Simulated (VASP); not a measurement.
Output of a VASP run:

File OSZICAR:
```
       N       E                     dE             d eps       ncg     rms          rms(c)
DAV:   1     0.369978229081E+02    0.36998E+02   -0.82894E+03  1848   0.128E+03
DAV:   2    -0.216321067549E+02   -0.58630E+02   -0.55157E+02  2415   0.249E+02
DAV:   3    -0.237091707603E+02   -0.20771E+01   -0.20645E+01  2405   0.411E+01
DAV:   4    -0.237257614190E+02   -0.16591E-01   -0.16329E-01  2171   0.369E+00
DAV:   5    -0.237260464321E+02   -0.28501E-03   -0.28412E-03  2359   0.350E-01    0.489E+01
DAV:   6    -0.208210753564E+02    0.29050E+01   -0.15107E+01  2160   0.279E+01    0.408E+01
DAV:   7    -0.207773924442E+02    0.43683E-01   -0.64490E-01  2103   0.746E+00    0.261E+01
DAV:   8    -0.207697419833E+02    0.76505E-02   -0.12631E-01  2172   0.336E+00    0.605E+00
DAV:   9    -0.207594526975E+02    0.10289E-01   -0.59510E-02  2197   0.169E+00    0.149E+00
DAV:  10    -0.207590963578E+02    0.35634E-03   -0.22706E-03  2177   0.443E-01    0.309E-01
DAV:  11    -0.207591072017E+02   -0.10844E-04   -0.22347E-04  2286   0.135E-01    0.685E-02
DAV:  12    -0.207591027949E+02    0.44068E-05   -0.16831E-05  2250   0.384E-02    0.338E-02
DAV:  13    -0.207591024615E+02    0.33343E-06   -0.64091E-07  1197   0.886E-03
   1 F= -.20759102E+02 E0= -.20759005E+02  d E =-.207591E+02
       N       E                     dE             d eps       ncg     rms          rms(c)
DAV:   1    -0.210124478703E+02   -0.25335E+00   -0.77577E+00  1848   0.281E+01    0.847E+00
DAV:   2    -0.207960922660E+02    0.21636E+00   -0.38761E-01  1884   0.575E+00    0.390E+00
DAV:   3    -0.207336512615E+02    0.62441E-01   -0.13222E-01  2079   0.338E+00    0.264E+00
DAV:   4    -0.207309371968E+02    0.27141E-02   -0.10455E-02  2318   0.983E-01    0.157E+00
DAV:   5    -0.207307456879E+02    0.19151E-03   -0.10111E-03  2211   0.265E-01    0.137E-01
DAV:   6    -0.207307344898E+02    0.11198E-04   -0.83246E-05  2291   0.875E-02    0.460E-02
DAV:   7    -0.207307343834E+02    0.10634E-06   -0.35998E-06  2124   0.196E-02
   2 F= -.20730734E+02 E0= -.20730695E+02  d E =0.283681E-01
       N       E                     dE             d eps       ncg     rms          rms(c)
DAV:   1    -0.208899600733E+02   -0.15923E+00   -0.32285E+00  1851   0.182E+01    0.543E+00
DAV:   2    -0.207994725789E+02    0.90487E-01   -0.15119E-01  1902   0.361E+00    0.241E+00
DAV:   3    -0.207736433734E+02    0.25829E-01   -0.53085E-02  2046   0.222E+00    0.161E+00
DAV:   4    -0.207725563005E+02    0.10871E-02   -0.35487E-03  2310   0.587E-01    0.101E+00
DAV:   5    -0.207725114356E+02    0.44865E-04   -0.31109E-04  2209   0.145E-01    0.104E-01
DAV:   6    -0.207725108253E+02    0.61032E-06   -0.35935E-05  2312   0.537E-02    0.266E-02
DAV:   7    -0.207725094283E+02    0.13970E-05   -0.15266E-06  1652   0.135E-02    0.114E-02
DAV:   8    -0.207725095143E+02   -0.86048E-07   -0.24224E-07  1050   0.457E-03
   3 F= -.20772510E+02 E0= -.20772435E+02  d E =-.134071E-01
```

OUTCAR:
```
------------------------ aborting loop because EDIFF is reached ----------------------------------------
  FORCE on cell =-STRESS in cart. coord.  units (eV):
  Direction    XX          YY          ZZ          XY          YZ          ZX
  --------------------------------------------------------------------------------------
  Total       -0.0127730     -0.0127730     -0.0127730     -0.0000000     -0.0000000      0.0000000
  in kB       -0.8631345     -0.8631345     -0.8631345     -0.0000000     -0.0000000      0.0000000
  external PRESSURE =      -0.8631345 kB  Pullay stress =       0.0000000 kB
  volume of cell :       23.71
      direct lattice vectors                 reciprocal lattice vectors
     0.000000000  2.280157284  2.280157284    -0.219283119  0.219283119  0.219283119
     2.280157284 -0.000000000  2.280157284     0.219283119 -0.219283119  0.219283119
     2.280157284  2.280157284  0.000000000     0.219283119  0.219283119 -0.219283119
 POSITION                                       TOTAL-FORCE (eV/Angst)
 -----------------------------------------------------------------------------------
      0.00000      0.00000      0.00000        -0.000000      0.000000     -0.000000
      2.28016      2.28016      2.28016         0.000000     -0.000000      0.000000
 -----------------------------------------------------------------------------------
    total drift:                                0.000000     -0.000000     -0.000000
  FREE ENERGIE OF THE ION-ELECTRON SYSTEM (eV)
  ---------------------------------------------------
  free  energy   TOTEN  =       -20.7725095143 eV

  energy  without entropy=      -20.7722864104  energy(sigma->0) =      -20.77243515

 reached required accuracy - stopping structural energy minimisation
```
(Selected blocks of OUTCAR.)

**POSCAR**
```
HfN
1
    0.0000000000     2.2600000000     2.2600000000
    2.2600000000     0.0000000000     2.2600000000
    2.2600000000     2.2600000000     0.0000000000
Hf N
1 1
Direct
  0.0000000000   0.0000000000   0.0000000000
  0.5000000000   0.5000000000   0.5000000000
```

Question: Write an INCAR and KPOINTS that could have produced this output.

Answer: One answer among several that fit: the input of the run itself, RPBE GGA, plane waves, VASP's PBE PAW potentials (set 64).

INCAR:
```
ALGO=Normal
EDIFF=1E-6
EDIFFG=-0.01
ENCUT=520
GGA=RP
IBRION=2
ISIF=3
ISMEAR=1
LASPH=.TRUE.
LCHARG=.FALSE.
LMAXMIX=6
LREAL=.FALSE.
LWAVE=.FALSE.
NELM=100
NSW=60
PREC=Accurate
SIGMA=0.1
SYSTEM=HfN
```

KPOINTS:
```
Automatic mesh
0
Gamma
13 13 13
0 0 0
```

POTCAR, in this order: Hf_pv N (PBE.64 set). Program: vasp_std.

Energy and stress use the plane-wave basis of the starting cell.

The compound is HfN in the rock salt structure. This run relaxes it. Symmetry was kept, so distortions that lower it aren't found. The electron count is odd and the run is not spin-polarised, which forces a metal.
